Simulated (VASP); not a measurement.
Data:

```
CELL_PARAMETERS angstrom
      0.00000     3.00076     3.00076
      3.00076     0.00000     3.00076
      3.00076     3.00076     0.00000
ATOMIC_POSITIONS crystal
  Hg 0.00000 0.00000 0.00000
  S  0.75000 0.75000 0.75000
```

All values below come from PBE GGA, VASP's PBE PAW potentials (set 64) (plane waves; VASP). Settings: PREC = Normal, EDIFF = 1E-5, 400 eV cut-off, 9×9×9 Γ-centred mesh, Gaussian smearing of 0.050 eV, potentials Hg S.

Unless said otherwise, spin-orbit coupling is left out, though it shifts the bands of the heavy elements here.

### Question
Predict the energy per atom (σ→0), band gap (on the k-mesh) with the smallest direct gap where there is one.

### Answer

```yaml
band gap (on the k-mesh): none (metal, semimetal or under 0.01 eV)
energy per atom (σ→0): -2278 meV/atom
```

Only differences to runs with the same potentials and settings are physical.

The compound is HgS in the zinc blende structure, metacinnabar; cinnabar is the stable form. It was relaxed first, which changed the volume by +8 %.
